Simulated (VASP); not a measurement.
An input for Quantum ESPRESSO's pw.x (written as the equivalent of a VASP run, and not itself run):

```
&CONTROL
  calculation = 'scf'
  pseudo_dir = './pseudo'
  outdir = './out'
  tprnfor = .true.
  tstress = .true.
/
&SYSTEM
  ibrav = 0
  nat = 6
  ntyp = 2
  ecutwfc = 86
  occupations = 'smearing'
  smearing = 'gaussian'
  degauss = 0.000735
  input_dft = 'revpbe'
/
&ELECTRONS
  conv_thr = 7.3e-08
  electron_maxstep = 100
/
ATOMIC_SPECIES
  Mo 95.950 Mo.upf
  Se 78.971 Se.upf
CELL_PARAMETERS angstrom
     3.3260400    0.0000000    0.0000000
    -1.6630200    2.8804350    0.0000000
     0.0000000    0.0000000   13.8968600
ATOMIC_POSITIONS crystal
  Mo   0.0000000  0.0000000  0.2500000
  Mo   0.0000000  0.0000000  0.7500000
  Se   0.3333330  0.6666670  0.3689500
  Se   0.6666670  0.3333330  0.6310500
  Se   0.6666670  0.3333330  0.8689500
  Se   0.3333330  0.6666670  0.1310500
K_POINTS automatic
  6 6 2 0 0 0
```

Problem. Write the VASP files for the same calculation (revPBE).

Solution. This is not unique; one that fits is 
INCAR:
```
SYSTEM = MoSe2
PREC = Accurate
ENCUT = 300
EDIFF = 1E-6
NELM = 100
ALGO = Normal
LREAL = .FALSE.
LASPH = .TRUE.
ISMEAR = 0
SIGMA = 0.01
GGA = RE
LMAXMIX = 4
LWAVE = .FALSE.
LCHARG = .FALSE.
ISIF = 2
```

KPOINTS:
```
Automatic mesh
0
Gamma
6 6 2
0 0 0
```

POSCAR:
```
MoSe2
1
    3.3260400000     0.0000000000     0.0000000000
   -1.6630200000     2.8804350000     0.0000000000
    0.0000000000     0.0000000000    13.8968600000
Mo Se
2 4
Direct
  0.0000000000   0.0000000000   0.2500000000
  0.0000000000   0.0000000000   0.7500000000
  0.3333330000   0.6666670000   0.3689500000
  0.6666670000   0.3333330000   0.6310500000
  0.6666670000   0.3333330000   0.8689500000
  0.3333330000   0.6666670000   0.1310500000
```

POTCAR, in this order: Mo_sv Se (PBE.64 set). Program: vasp_std.

What does not carry over: the potentials are each code's own (VASP's PAW set, PseudoDojo norm-conserving files in pw.x), so ENCUT and ecutwfc are chosen apart and not converted; conv_thr bounds pw.x's estimated SCF error, while EDIFF bounds the energy change between steps.

The structure comes from a computed database's MoSe2 entry; how it stands against other phases isn't given here. The cell was not relaxed at this level. The run is one of a series of settings (GGA = RE, POTCAR Mo_sv Se (PBE.64 set) against the base run), some of them coarse on purpose.
